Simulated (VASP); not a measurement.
Equation of state of CsBa3 under PBE

```yaml
crystal:
  lattice:
    - [0.00000, 5.22128, 5.22128]
    - [5.22128, 0.00000, 5.22128]
    - [5.22128, 5.22128, 0.00000]
  atoms:
    - { symbol: Ba, position: [0.50000, 0.50000, 0.50000] }
    - { symbol: Ba, position: [0.75000, 0.75000, 0.75000] }
    - { symbol: Ba, position: [0.25000, 0.25000, 0.25000] }
    - { symbol: Cs, position: [0.00000, 0.00000, 0.00000] }
```

The cell comes from a database or a generator and needn't be the stable form of this composition.

The cell was scaled at fixed shape and fractions and run with VASP, PBE PAW files Ba_sv, Cs_sv, 520 eV; PBE, k mesh 5 × 5 × 5 on the cell of 4 atoms, fermi-dirac occupations of 0.05 eV, no spin polarisation, no spin-orbit coupling. Energies are those that the program minimises, any entropy of the smearing included. For a metal such a mesh isn't converged to the digits shown.

| V (Å³/atom) | energy over the lowest row (meV/atom) |
| --- | --- |
| 66.9006 | 6.938 |
| 68.3240 | ? |
| 69.7474 | 1.083 |
| 71.1708 | 0.000 |
| 72.5942 | 0.019 |
| 74.0177 | 1.055 |
| 75.4411 | 3.027 |

Problem. Fit the third-order Birch-Murnaghan form, give V0, B0 and B′, and predict the energy left open.

Solution. With y = (V0/V)^(2/3), E = E0 + (9 V0 B0/16) [(y - 1)³ B′ + (y - 1)² (6 - 4y)]. Least squares through the rows shown give V0 = 71.8518 Å³/atom, E0 = -0.123 meV, B0 = 6.020 GPa (1 eV/Å³ = 160.218 GPa) and B′ = 3.11, with a largest miss of 0.001 meV. At V = 68.3240 the form with these constants gives 3.362 meV; the run gave 3.361 meV an atom.
